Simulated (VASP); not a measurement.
AgI (wurtzite):

```
CELL_PARAMETERS angstrom
      2.29500    -3.97506     0.00000
      2.29500     3.97506     0.00000
      0.00000     0.00000     7.51000
ATOMIC_POSITIONS crystal
  Ag 0.66667 0.33333 0.50000
  Ag 0.33333 0.66667 0.00000
  I  0.66667 0.33333 0.87500
  I  0.33333 0.66667 0.37500
```

The lowest empty band near Γ, direction c, from PBE with spin-orbit coupling in VASP (PAW); its two spin partners are averaged. The gap over the points computed is 1.14 eV, and the next band on that side lies 1.26 eV away at the edge.

Settings: 400 eV cut-off, 6×6×4 Γ-centred mesh, Gaussian smearing of 0.050 eV, potentials Ag I.

```
distance from the edge in k (1/Å)  distance in energy (meV)
---------------------------------  ------------------------
0.012                                                   3.6
0.018                                                   8.1
0.025                                                  15.5
0.035                                                  29.9
0.050                                                  59.6
0.070                                                 112.2
```

Question: Fit E(1 + αE) = ħ²k²/2m* (ħ²/2m0 = 3.810 eV Å²) and predict the row at 0.095 1/Å.

Answer: Least squares on the energies gives the electron mass m* = 0.152 m0 and α = 0.83 per eV, and so 194.5 meV. The run gave 194.4 meV, -0.1 meV from the fit.

Left out are points under 3 meV from the edge, since the levels carry 0.1 meV, and points farther than half the way to the next band.

The compound is AgI in the wurtzite structure. The cell was not relaxed at this level.
